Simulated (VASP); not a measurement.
A run of VASP 6.6.1:

INCAR

```
PREC = Accurate
ENCUT = 520
EDIFF = 1E-7
ISMEAR = 0
SIGMA = 0.1
LREAL = False
LASPH = True
NELM = 60
ALGO = Normal
ISIF = 2
LWAVE = False
LCHARG = False
GGA = PE
NBANDS = 35
KPAR = 4
```

File KPOINTS:

```
regular mesh
0
Gamma
  12 12 12
```

File POSCAR:

```
Sn2GeO2
1.0
   -1.8468400000      1.8468400000      6.4331200000
    1.8468400000     -1.8468400000      6.4331200000
    1.8468400000      1.8468400000     -6.4331200000
Sn Ge O
2 1 2
Direct
    0.6539140000      0.6539140000      0.0000000000
    0.3460860000      0.3460860000      0.0000000000
    0.0000000000      0.0000000000      0.0000000000
    0.2500000000      0.7500000000      0.5000000000
    0.7500000000      0.2500000000      0.5000000000
```

File KPOINTS_OPT:

```
path GXYSGZS1NPY1Z,XP
10
line-mode
reciprocal
 0.0000000000  0.0000000000  0.0000000000  G
-0.5000000000  0.5000000000  0.0000000000  X

-0.5000000000  0.5000000000  0.0000000000  X
-0.5000000000  0.5000000000 -0.0412083517  Y

-0.5000000000  0.5000000000 -0.0412083517  Y
-0.2706041759  0.2706041759 -0.2706041759  S

-0.2706041759  0.2706041759 -0.2706041759  S
 0.0000000000  0.0000000000  0.0000000000  G

 0.0000000000  0.0000000000  0.0000000000  G
 0.5000000000  0.5000000000 -0.5000000000  Z

 0.5000000000  0.5000000000 -0.5000000000  Z
 0.2706041759  0.7293958241 -0.7293958241  S1

 0.2706041759  0.7293958241 -0.7293958241  S1
 0.0000000000  0.5000000000 -0.5000000000  N

 0.0000000000  0.5000000000 -0.5000000000  N
-0.2500000000  0.7500000000 -0.2500000000  P

-0.2500000000  0.7500000000 -0.2500000000  P
 0.0412083517  0.9587916483 -0.5000000000  Y1

 0.0412083517  0.9587916483 -0.5000000000  Y1
 0.5000000000  0.5000000000 -0.5000000000  Z

-0.5000000000  0.5000000000  0.0000000000  X
-0.2500000000  0.7500000000 -0.2500000000  P
```

Potentials or basis: VASP PAW PBE potentials, release 64 (Sn_d, Ge_d, O).

Command:

```sh
$ cat potpaw_PBE.64/Sn_d/POTCAR potpaw_PBE.64/Ge_d/POTCAR potpaw_PBE.64/O/POTCAR > POTCAR
$ mpirun -np 4 vasp_std > vasp.out
```

Hardware: 4 MPI ranks on Intel(R) Xeon(R) Platinum 8488C (Sapphire Rapids) (shared host).

**Question.** Estimate the wall time of this run.

**Answer.** It took 13 min on 4 MPI ranks on Intel(R) Xeon(R) Platinum 8488C (Sapphire Rapids), with other jobs on the host, peak memory 0.83 GiB a rank. Counts: scf iterations 26, k points 163.
